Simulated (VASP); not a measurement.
Here is the system:

```
CELL_PARAMETERS angstrom
      1.92249    -3.32985     0.00000
      1.92249     3.32985     0.00000
      0.00000     0.00000     6.29915
ATOMIC_POSITIONS crystal
  Zn 0.66667 0.33333 0.50012
  Zn 0.33333 0.66667 0.00012
  S  0.66667 0.33333 0.87488
  S  0.33333 0.66667 0.37488
```

The numbers are results of PBE GGA, VASP's PBE PAW potentials (set 64) (plane waves; VASP), not measurements. Settings: 480 eV cut-off, 6×6×4 Γ-centred mesh, Gaussian smearing of 0.050 eV, potentials Zn S.

Problem. Estimate the energy per atom (σ→0), band gap (on the k-mesh) with the smallest direct gap where there is one.

Solution. 
The band gap (on the k-mesh) is 2.09 eV. The smallest direct gap (on the k-mesh) is 2.09 eV and the energy per atom (σ→0) comes out as -3.422 eV/atom.

The absolute energy has meaning only against runs of the same code, potentials and settings.

The compound is ZnS in the wurtzite structure, the high-temperature form. It was relaxed first.
